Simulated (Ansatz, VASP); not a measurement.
**Ta in two plane-wave programs**

Wanted: the spread between two codes on one cell, functional and k mesh. The cell is a member of a volume series, scaled by 0.98 from a relaxed one, so a pressure remains.

Main program and level: Ansatz 0.2.0; plane waves, with VASP 6.6.1 beside it; single point at r2SCAN.

### Step 1. The structure

It takes space group Im-3m (No. 229, cubic). Conventional cell: a = 3.272 Å, b = 3.272 Å, c = 3.272 Å, α = 90.00°, β = 90.00°, γ = 90.00°. Nearest to Ta lie 8 Ta at 2.83 Å.

### Step 2. Ansatz: single point, r2SCAN, volume scaled by 0.98

Ansatz runs on its default PAW (the set named soft_2) files.

A single point gives forces, pressure and levels at one fixed geometry, so differences don't come from the geometry; what else differs is listed under the comparison.

Contents of input.yaml:

```yaml
crystal:
  lattice:
    - [-1.6360870452, 1.6360870452, 1.6360870452]
    - [1.6360870452, -1.6360870452, 1.6360870452]
    - [1.6360870452, 1.6360870452, -1.6360870452]
  atoms:
    - { symbol: Ta, position: [0.0, 0.0, 0.0] }
hamiltonian:
  xc: r2scan
  pseudopotentials: { kind: paw }
kpoints:
  mp_grid: { grid: [8, 8, 8] }
scf:
  occupations: { method: methfessel_paxton, width: 0.2 }
  n_extra_bands: 4
output:
  forces: true
  stress: true
  eigenvalues: true
```

On the command line:

```bash
ansatz run input.yaml --threads 2 --pin off --max-ram 4608MiB --backend cpu --events-out ev --progress --plain --runs-dir out
```

Numbers of over 12 decimals in the logs are rounded to 6 here.

Output:

```text
scf.n_extra_bands = 4 over 7 filled bands (N_el = 13.0): the run solves 11 bands
Engine: ansatz 0.2.0, aarch64-unknown-linux-gnu
Pseudopotentials: kind: paw
Pseudopotential: Ta, paw, valence charge 13, recommended cutoff 500 eV (meta_gga), Ta.paw.azcp
Functional definition: r2SCAN
  parameter k0 = 0.174
  parameter k1 = 0.065
  parameter a1 = 4.9479
  exchange = r2scan_x(k0 = k0, k1 = k1, a1 = a1)
  correlation = r2scan_c
Crystal: 1 atoms, lattice volume = 17.518 Å³
Basis set: ecut = 500 eV, 429 PW (Γ), exchange–correlation on 96×96×96 points (64 copies of the dense FFT grid, shifted against one another)
Bands: 11, of which v1, the nominal top of the filled ones, is band 7 counted from 1 (6 counted from 0)
Symmetry: 48 space group operations
Space group: Im-3m (ITA 229), of the structure as read, at distance tolerance 2.6e-5 Å
k-points: 29 of 512
Non-local potential: Ta, projectors of the file, l = 0: 3, l = 1: 2, l = 2: 2, l = 3: 1
PAW form: soft (Blöchl's): semilocal exchange-correlation on the pseudo side does not see the compensation charge
PAW frozen core: Ta, regenerated for the run's functional (the file was generated under x = pbe(κ = 0.804, μ = 0.219515), c = pbe(β = 0.066725))
PAW one-centre angular grid: Ta, 590 points (default); XC on 160 Gauss nodes
Initial density: superposition of atomic densities (neutral atoms: chi_scale 0, normalization atom), corrected by the library's trained network
Initial wavefunctions: pseudopotential atomic-orbital guess
Functional: x = r2scan, c = r2scan; τ floored in thin density (d = 2e-4 eV/Å³)
SCF iter   1: F=—  HF=-9944.311895 eV  |F-HF|=—  |Δ(HF+E_count)|=         —  Δρ=6.72e-3  dr2=2.76e-3  dr2_τ=1.59e-2  ethr=1.77e-3  ⟨swp⟩=5.1  Hψ=1815  notcnv=0
preconditioner: auto → none  [insulator: Δε(μ)=0.159 eV  Ē_g=9.003 eV  σ=0.200 eV  W_gap=0.61  n_scr=0 (ndim 8)  ℏωp=19.8 eV  f_vac=0.000  D(μ)=0.89/eV (n_scr^D=12)  ε∞_Penn≈5.9]
SCF iter   2: F=—  HF=-9944.328602 eV  |F-HF|=—  |Δ(HF+E_count)|=   1.67e-2  S|Δr|=    0.00e0  Δρ=3.30e-3  dr2=4.32e-4  dr2_τ=2.04e-4  ethr=2.12e-5  ⟨swp⟩=3.0  Hψ=752  notcnv=0
SCF iter   3: F=—  HF=-9944.329104 eV  |F-HF|=—  |Δ(HF+E_count)|=   5.02e-4  S|Δr|=    0.00e0  Δρ=8.10e-4  dr2=2.66e-5  dr2_τ=1.74e-5  ethr=3.32e-6  ⟨swp⟩=2.1  Hψ=392  notcnv=0
SCF iter   4: F=—  HF=-9944.329131 eV  |F-HF|=—  |Δ(HF+E_count)|=   2.69e-5  S|Δr|=    0.00e0  Δρ=3.90e-5  dr2=2.35e-7  dr2_τ=1.88e-8  ethr=2.05e-7  ⟨swp⟩=3.0  Hψ=506  notcnv=0
SCF iter   5: F=-9944.329131 eV  HF=-9944.329131 eV  |F-HF|=6.92e-9  |Δ(HF+E_count)|=   4.54e-8  S|Δr|=    0.00e0  Δρ=1.00e-5  dr2=8.96e-9  dr2_τ=7.79e-10  ethr=7.69e-10  ⟨swp⟩=6.3  Hψ=1545  notcnv=0
SCF 1 converged in 5 iterations: F = -9944.329131 eV  dr2 = 8.96e-9
  greatest PAW one-centre occupation: 0.998 electrons in one spin orbital (limit 2), on the Ta atom at site 0 (counted from 0), in its partial waves of l = 0
SCF converged after 5 iterations
Stability not checked: this state was not tested for a lower state beside it, because cold or Methfessel-Paxton smearing, or corrected tetrahedra, fill the levels in a way that the test cannot read (fill_not_monotonic; see scf.lower_state_search)
Free energy (F): -9944.329131 eV
Harris-Foulkes:  -9944.329131 eV  (|F-HF|=6.92e-9)
Internal energy: -9944.330407 eV  (E = F + TS)
E sigma→0 (E₀):  -9944.329450 eV
Entropy (-TS):   0.001276 eV (1.276 meV/atom)
Fermi energy:    19.101217 eV
--- Per-component energies (eV) ---
  E_band       = -108.114438
  E_kinetic    = 368.054286
  E_local      = -532.311228  (includes V_loc(G=0)·N_el)
  E_nonlocal   = 15.600371
  E_hartree    = 186.357903
  E_xc         = -204.760824
  E_vxc        = -222.660578  (∫ρ·V_xc dr)
  E_paw        = -8423.252293  (= ΣΔE_a)
  E_vpaw       = -120.820644  (= ΣTr[D̂ρ^β])
  E_aug_tail   = 0.000081  (compensation charges beyond the density's cutoff)
  E_vtau       = 11.307054  (kinetic-family band-sum trace: ∫τ·v_τ [+ j·A + Jᵃ·Aᵃ] dr)
  E_ewald      = -1353.262424
  E_core_change = -0.756280  (= ΣΔE_core)
  E_smearing   = 0.001276  (= −TS)
  E_closure    = 0.000000  (closes the sum)
  Σ components = -9944.329131   (vs F -9944.329131, Δ=0.00e0)
--- Forces (eV/Å), atoms counted from 1 ---
  atom   1  Ta     0.00000000    -0.00000000    -0.00000000
  max |Σ_I F_I| component: 1.49e-32 eV/Å
--- Stress (GPa, compression-positive) ---
        3.670943      -0.000000      -0.000000
        0.000000       3.670943      -0.000000
       -0.000000      -0.000000       3.670943
  P = ⅓ Tr σ = 3.6709 GPa (36.709 kbar)
--- Band table (eV; the first three rows and the last of 29) ---
  k-point 0: bands = [... 3 lower, -14.9354, 10.6836, 19.9341, 19.9341, 19.9341, 23.5213, 23.5213, 34.4751]
  k-point 1: bands = [... 3 lower, -14.9369, 11.4092, 19.4693, 19.7252, 20.6615, 22.9221, 23.5272, 35.0578]
  k-point 2: bands = [... 3 lower, -14.9403, 13.1333, 18.5197, 18.9979, 22.7179, 22.8668, 23.7062, 34.8287]
  k-point 28: bands = [... 3 lower, -15.8692, 14.9649, 14.9649, 26.4470, 26.4470, 26.4470, 28.3250, 28.3250]
```

The job ended after 0.65 s (2 threads of Arm Neoverse V2, shared host; peak memory 0.31 GiB; 1.1 s of CPU time).

The run ends at a pressure of 3.67 GPa.

### Step 3. VASP: single point, r2SCAN, volume scaled by 0.98

The same cell, functional, mesh and smearing now go to VASP, with its own data sets and cutoff.

Lines of VASP's logs that name or quote its potential files are left out, and so is its time.

Contents of INCAR:

```
SYSTEM = Ta
PREC = Accurate
ENCUT = 400
EDIFF = 1E-06
NELM = 100
ISMEAR = 1
SIGMA = 0.2
LREAL = .FALSE.
ALGO = Normal
METAGGA = R2SCAN
LASPH = .TRUE.
NBANDS = 11
LORBIT = 11
LWAVE = .FALSE.
LCHARG = .FALSE.
KPAR = 2
ISIF = 2
```

Contents of POSCAR:

```
Ta
1.0
   -1.6360870452      1.6360870452      1.6360870452
    1.6360870452     -1.6360870452      1.6360870452
    1.6360870452      1.6360870452     -1.6360870452
Ta
1
Direct
    0.0000000000      0.0000000000      0.0000000000
```

Contents of KPOINTS:

```
Automatic mesh
0
Gamma
8 8 8
0 0 0
```

The projector-augmented-wave data sets are Ta_pv (PBE family, release 64).

On the command line:

```bash
mpirun -np 2 vasp_std
```

Output:

```text
[banner, memory and clock lines left out]
running    2 mpi-ranks, on    1 nodes
 distrk:  each k-point on    1 cores,    2 groups
 distr:  one band on    1 cores,    1 groups

 POSCAR found type information on POSCAR Ta
 POSCAR found :  1 types and       1 ions
|                                                                             |
|               ----> ADVICE to this user running VASP <----                  |
|                                                                             |
|     You enforced a specific xc type in the INCAR file but a different       |
|     [... a line on the potential file left out ...]
|     I HOPE YOU KNOW WHAT YOU ARE DOING!                                     |
|                                                                             |

 LDA part: xc-table for (None), standard interpolation
 POSCAR, INCAR and KPOINTS ok, starting setup
 FFT: planning ... GRIDC
 FFT: planning ... GRID_SOFT
 FFT: planning ... GRID
 WAVECAR not read
 entering main loop
       N       E                     dE             d eps       ncg     rms          rms(c)
DAV:   1     0.967969057751E+01    0.96797E+01   -0.55469E+03   641   0.819E+02
DAV:   2    -0.509810798364E+02   -0.60661E+02   -0.58699E+02   699   0.227E+02
DAV:   3    -0.518731457102E+02   -0.89207E+00   -0.87565E+00   765   0.265E+01
DAV:   4    -0.518760905933E+02   -0.29449E-02   -0.29440E-02   709   0.151E+00
DAV:   5    -0.518760985865E+02   -0.79931E-05   -0.79940E-05   756   0.824E-02    0.152E+01
DAV:   6    -0.486176364354E+02    0.32585E+01   -0.94253E-01   674   0.119E+01    0.650E+00
DAV:   7    -0.485838310854E+02    0.33805E-01   -0.15356E-01   713   0.448E+00    0.119E+00
DAV:   8    -0.485880544377E+02   -0.42234E-02   -0.12003E-02   717   0.119E+00    0.402E-01
DAV:   9    -0.485882690464E+02   -0.21461E-03   -0.34794E-03   656   0.592E-01    0.108E-01
DAV:  10    -0.485881956393E+02    0.73407E-04   -0.15219E-04   713   0.139E-01    0.217E-02
DAV:  11    -0.485881887834E+02    0.68560E-05   -0.30380E-06   732   0.187E-02    0.258E-03
DAV:  12    -0.485881892804E+02   -0.49703E-06   -0.14479E-07   370   0.360E-03
   1 F= -.48588189E+02 E0= -.48588618E+02  d E =0.128680E-02
```

Parts of OUTCAR (step 3):

```text
ion  position               nearest neighbor table
   1  0.000  0.000  0.000-

  LATTYP: Found a body centered cubic cell.
 ALAT       =     3.2721740904

 Subroutine GETGRP returns: Found 48 space group operations
 (whereof 48 operations were pure point group operations)

The static configuration has the point symmetry O_h .

 Found     29 irreducible k-points:

   k-points           NKPTS =     29   k-points in BZ     NKDIM =     29   number of bands    NBANDS=     11

   dimension x,y,z NGX =    18 NGY =   18 NGZ =   18
   dimension x,y,z NGXF=    36 NGYF=   36 NGZF=   36

   ENCUT  =  400.0 eV  29.40 Ry    5.42 a.u.   4.62  4.62  4.62*2*pi/ulx,y,z

   NELECT =      11.0000    total number of electrons

 k-points in reciprocal lattice and weights: Automatic mesh
   0.00000000  0.00000000  0.00000000       0.002
   0.12500000  0.00000000  0.00000000       0.023
   0.25000000  0.00000000  0.00000000       0.023
   0.37500000  0.00000000  0.00000000       0.023
   0.50000000  0.00000000  0.00000000       0.012
   0.12500000  0.12500000  0.00000000       0.047
   0.25000000  0.12500000 -0.00000000       0.094
   0.37500000  0.12500000  0.00000000       0.094
   0.25000000  0.25000000  0.00000000       0.047
[...]
0.50000000  0.50000000  0.37500000       0.023
   0.50000000  0.50000000  0.50000000       0.002

 average (electrostatic) potential at core
       1 -41.7711

 E-fermi :   5.5720

 k-point     1 :       0.0000    0.0000    0.0000
  band No.  band energies     occupation
      1     -28.5192      2.00000
      2     -28.5192      2.00000
      3     -28.5192      2.00000
      4      -2.8824      2.00000
      5       6.4044     -0.00000
      6       6.4044     -0.00000
      7       6.4044     -0.00000
      8       9.9948      0.00000
      9       9.9948      0.00000
    ...

 k-point     2 :       0.1250    0.0000    0.0000
  band No.  band energies     occupation
      1     -28.7348      2.00000
      2     -28.5844      2.00000
      3     -28.5206      2.00000
      4      -2.1515      2.00000
      5       5.9393     -0.02613
      6       6.1957     -0.00009
      7       7.1329     -0.00000
      8       9.4000     -0.00000
      9      10.0022      0.00000
    ...

 k-point     3 :       0.2500    0.0000    0.0000
  band No.  band energies     occupation
    ...
      2     -28.7389      2.00000
      3     -28.5242      2.00000
      4      -0.4181      2.00000
      5       4.9880      2.00029
      6       5.4685      1.75879
      7       9.1936     -0.00000
      8       9.3414     -0.00000
      9      10.1825      0.00000
     10      17.8854      0.00000
     11      21.6982      0.00000

  Total        0.4771946      0.4771946      0.4771946      0.0000000      0.0000000      0.0000000
  in kB       43.6442392     43.6442392     43.6442392      0.0000000      0.0000000      0.0000000
  external PRESSURE =      43.6442392 kB  Pullay stress =       0.0000000 kB

  energy-cutoff  :      400.00
  volume of cell :       17.52
      direct lattice vectors                 reciprocal lattice vectors
    -1.636087045  1.636087045  1.636087045     0.000000000  0.305607212  0.305607212
     1.636087045 -1.636087045  1.636087045     0.305607212  0.000000000  0.305607212
     1.636087045  1.636087045 -1.636087045     0.305607212  0.305607212  0.000000000

 POSITION                                       TOTAL-FORCE (eV/Angst)
 -----------------------------------------------------------------------------------
      0.00000      0.00000      0.00000         0.000000      0.000000      0.000000
 -----------------------------------------------------------------------------------
    total drift:                                0.000000      0.000000      0.000000

  FREE ENERGIE OF THE ION-ELECTRON SYSTEM (eV)
  ---------------------------------------------------
  free  energy   TOTEN  =       -48.5881892804 eV

  energy  without entropy=      -48.5894760759  energy(sigma->0) =      -48.58861821

 total charge
# of ion       s       p       d       tot
------------------------------------------
    1        0.386   6.173   2.456   9.015

[... 3 further parts left out ...]
```

The scan keeps the cell's shape and the fractional positions fixed.

### Step 4. Comparison

Known differences besides the potentials themselves: VASP keeps PBE cores, Ansatz makes them for the functional; the data sets hold 13 valence electrons in Ansatz (default PAW (the set named soft_2) files) and 11 in VASP; the cutoff is 500 eV in Ansatz and 400 eV in VASP. Total energies have different zeros and are not compared.

The two programs side by side:

| quantity | Ansatz | VASP | difference |
| --- | --- | --- | --- |
| pressure (GPa) | 3.67 | 4.36 | -0.69 |
| pressure without Ansatz's Pulay correction (GPa) | 3.61 | 4.36 | -0.75 |

Ansatz's pressure holds a Pulay correction of 0.06 GPa; VASP's holds none.

### Step 5. Results

| Property | Result |
| --- | --- |
| difference in pressure (single point, r2SCAN, volume scaled by 0.98) | -0.69 GPa |

**Reading.** The difference in pressure is -0.69 GPa (single point, r2SCAN, volume scaled by 0.98), within the 1 GPa picked in this series as the mark of a large difference. How closely two codes agree says nothing of how well the functional describes the real material.

[Lines on the potential files, build, host, timing and source positions are cut from VASP's logs without a mark.]

[Logs are printed without paths, hosts, clocks, repeated set-up lines and the standing remarks that a program may print on its own settings, such as how far it seeks lower states.]

[Hosts, paths, dates, database ids (printed as entryN), source tags and the programs' standing remarks are cut or masked in the printed files.]
